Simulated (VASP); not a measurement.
Na3AlO3:

```
CELL_PARAMETERS angstrom
3.08481 -5.92600 0.00000
3.08481 5.92600 0.00000
-2.16109 0.00000 5.88889
ATOMIC_POSITIONS crystal
Na 0.74823 0.25177 0.50000
Na 0.25177 0.74823 0.50000
Na 0.23985 0.23985 0.38267
Na 0.76015 0.76015 0.61733
Na 0.64420 0.35580 0.00000
Na 0.35580 0.64420 0.00000
Al 0.10994 0.89006 0.00000
Al 0.89006 0.10994 0.00000
O 0.02333 0.65681 0.75541
O 0.34319 0.97667 0.24459
O 0.80195 0.80195 0.02972
O 0.65681 0.02333 0.75541
O 0.97667 0.34319 0.24459
O 0.19805 0.19805 0.97028
```

The cell was built by a generator and needn't be a form met in nature.

```yaml
Program: VASP 6.6.1
Task: relaxation of cell and atoms
Functional: PBE
Potentials_or_basis: VASP PAW PBE potentials, release 64 (Na_pv, Al, O)
Cutoff: 520 eV
k_mesh: 6 × 6 × 4
Occupations: gaussian, width 0.03 eV
Spin: no spin polarisation
```

At the start: pressure 0.8 GPa; volume 15.38 Å³/atom.

How do energy, volume and symmetry change on relaxing?

Over 56 steps the energy falls by 99.2 meV/atom and the volume is 14.29 Å³/atom (-7.1 %); space group C2/m (No. 12, to 0.05 Å).

Step by step:
| step | energy change (eV) | largest force (eV/Å) | pressure (GPa) | volume (Å³) |
| --- | --- | --- | --- | --- |
| 1 | 0.0000 | 0.5781 | 0.78 | 215.30 |
| 3 | -0.0541 | 0.5417 | -0.74 | 218.15 |
| 5 | -0.2007 | 0.5144 | -1.21 | 217.46 |
| 7 | -0.2362 | 0.8759 | -1.53 | 216.92 |
| 9 | -0.3307 | 0.5930 | -0.69 | 214.52 |
| 11 | -0.3722 | 0.6050 | 0.35 | 211.78 |
| 13 | -0.5094 | 0.5742 | 0.22 | 210.45 |
| 15 | -0.7281 | 1.5791 | -0.19 | 204.15 |
| 17 | -0.8726 | 0.7968 | -0.38 | 205.74 |
| 19 | -1.1202 | 0.9174 | -0.39 | 202.11 |
| 21 | -1.2879 | 0.5540 | 0.45 | 199.13 |
| 23 | -1.3522 | 0.2648 | -0.31 | 199.79 |
| 25 | -1.3672 | 0.1530 | 0.06 | 198.98 |
| 27 | -1.3741 | 0.1102 | 0.04 | 198.84 |
| 29 | -1.3796 | 0.1305 | 0.05 | 198.68 |
| 31 | -1.3828 | 0.0542 | 0.17 | 198.55 |
| 33 | -1.3850 | 0.0463 | 0.03 | 199.06 |
| 35 | -1.3857 | 0.0383 | 0.01 | 199.24 |
| 37 | -1.3860 | 0.1184 | 0.08 | 200.00 |
| 39 | -1.3869 | 0.0324 | -0.03 | 199.87 |
| 41 | -1.3875 | 0.0240 | -0.08 | 200.13 |
| 43 | -1.3882 | 0.0364 | 0.05 | 199.94 |
| 45 | -1.3884 | 0.0131 | 0.04 | 199.95 |
| 47 | -1.3885 | 0.0129 | 0.01 | 200.01 |
| 49 | -1.3886 | 0.0130 | 0.01 | 200.06 |
| 51 | -1.3886 | 0.0152 | 0.02 | 200.05 |
| 53 | -1.3886 | 0.0183 | 0.01 | 200.05 |
| 55 | -1.3887 | 0.0141 | 0.01 | 200.07 |
| 56 | -1.3887 | 0.0082 | 0.00 | 200.09 |

Final structure:
```yaml
crystal:
  lattice:
    - [2.93764, -6.36156, 0.17685]
    - [2.93764, 6.36156, 0.17685]
    - [-1.72857, 0.00000, 5.24942]
  atoms:
    - { symbol: Na, position: [0.75969, 0.24031, 0.50000] }
    - { symbol: Na, position: [0.24031, 0.75969, 0.50000] }
    - { symbol: Na, position: [0.23319, 0.23319, 0.47029] }
    - { symbol: Na, position: [0.76681, 0.76681, 0.52971] }
    - { symbol: Na, position: [0.66562, 0.33438, 0.00000] }
    - { symbol: Na, position: [0.33438, 0.66562, 0.00000] }
    - { symbol: Al, position: [0.10010, 0.89990, 0.00000] }
    - { symbol: Al, position: [0.89990, 0.10010, 0.00000] }
    - { symbol: O, position: [0.96027, 0.62623, 0.76601] }
    - { symbol: O, position: [0.37377, 0.03973, 0.23399] }
    - { symbol: O, position: [0.85603, 0.85603, 0.15084] }
    - { symbol: O, position: [0.62623, 0.96027, 0.76601] }
    - { symbol: O, position: [0.03973, 0.37377, 0.23399] }
    - { symbol: O, position: [0.14397, 0.14397, 0.84916] }
```
